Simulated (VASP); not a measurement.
## MgO: band structure with PBE

**Measured values to compare with.**

From “Electronic structure of alkaline earth and post-transition metal oxides”, 2009, arxiv:0908.1581, for a bulk crystal of MgO: band gap 7.83 eV.

MgO:

```
Mg O
1.0
     0.00000    2.10850    2.10850
     2.10850    0.00000    2.10850
     2.10850    2.10850    0.00000
Mg O
1 1
Cartesian
  0.0000 0.0000 0.0000
  2.1085 2.1085 2.1085
```

- Program: VASP 6.6.1
- Task: band structure
- Functional: PBE
- Potentials or basis: VASP PAW PBE potentials, release 64 (Mg, O)
- Cutoff: 520 eV
- k mesh: 10 × 10 × 10
- Occupations: gaussian, width 0.02 eV
- Spin: no spin polarisation
- Further INCAR settings: ALGO = Normal; EDIFF = 1e-07; NBANDS = 11

The band gap on the k mesh is 4.69 eV, direct and the band gap along the path is 4.69 eV, direct.

Levels at the corners of the path, in eV from the valence-band top:
```csv
point,band 2,band 3,band 4,band 5,band 6,band 7
Γ,0.00,0.00,0.00,4.69,15.78,15.78
X,-4.07,-1.34,-1.34,9.12,9.93,13.06
X,-4.07,-1.34,-1.34,9.12,9.93,13.06
W,-2.94,-2.94,-1.76,11.62,11.62,12.12
W,-2.94,-2.94,-1.76,11.62,11.62,12.12
K,-3.48,-2.70,-1.14,10.07,11.73,12.50
K,-3.48,-2.70,-1.14,10.07,11.73,12.50
Γ,0.00,0.00,0.00,4.69,15.78,15.78
Γ,0.00,0.00,0.00,4.69,15.78,15.78
L,-4.60,-0.65,-0.65,7.87,12.57,16.27
L,-4.60,-0.65,-0.65,7.87,12.57,16.27
U,-3.48,-2.70,-1.14,10.07,11.73,12.50
U,-3.48,-2.70,-1.14,10.07,11.73,12.50
W,-2.94,-2.94,-1.76,11.62,11.62,12.12
W,-2.94,-2.94,-1.76,11.62,11.62,12.12
L,-4.60,-0.65,-0.65,7.87,12.57,16.27
L,-4.60,-0.65,-0.65,7.87,12.57,16.27
K,-3.48,-2.70,-1.14,10.07,11.73,12.50
U,-3.48,-2.70,-1.14,10.07,11.73,12.50
X,-4.07,-1.34,-1.34,9.12,9.93,13.06
```

Run time: 16 s on 1 thread of Intel(R) Xeon(R) Platinum 8559C (Emerald Rapids), on a shared host, peak memory 0.16 GiB.

Measured gap of MgO: 7.83 eV (quoted in “Electronic structure of alkaline earth and post-transition metal oxides”, 2009, arxiv:0908.1581). This calculation gives 4.69 eV (-3.14 eV). The value is that of PBE, without temperature or zero-point motion. Semilocal functionals fall short of measured gaps as a rule.

Caveat: the log is that of the step along the path at fixed density, whose energy, stress, charges and moments have no meaning.
